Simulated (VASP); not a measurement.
```
CELL_PARAMETERS angstrom
      1.69511    -2.93602     0.00000
      1.69511     2.93602     0.00000
      0.00000     0.00000     5.46365
ATOMIC_POSITIONS crystal
  Tl 0.33333 0.66667 0.25000
  Tl 0.66667 0.33333 0.75000
```

The numbers are results of AM05 GGA, VASP's PBE PAW potentials (set 64) (plane waves; VASP 6.6.1), not measurements. Numerical set-up: 520 eV cut-off, 12×12×7 Γ-centred mesh, first-order Methfessel-Paxton smearing of 0.10 eV, potentials Tl_d.

**Question.** The ions and cell shape at fixed volume are relaxed. What does this cell relax into?

**Answer.** 
```
CELL_PARAMETERS angstrom
      1.71729    -2.97444     0.00000
      1.71729     2.97444     0.00000
      0.00000     0.00000     5.32342
ATOMIC_POSITIONS crystal
  Tl 0.33333 0.66667 0.25000
  Tl 0.66667 0.33333 0.75000
```
Space group P6_3/mmc (194), at a tolerance of 0.03 Å.

**Question.** How much energy does the relaxation gain?

**Answer.** The energy (σ→0) changes by -3.5 meV/atom, in 4 ionic steps.

The compound is Tl in the hcp structure. This cell is one point of a volume scan, at 0.94 of the reference volume. Symmetry was kept, so distortions that lower it aren't found.
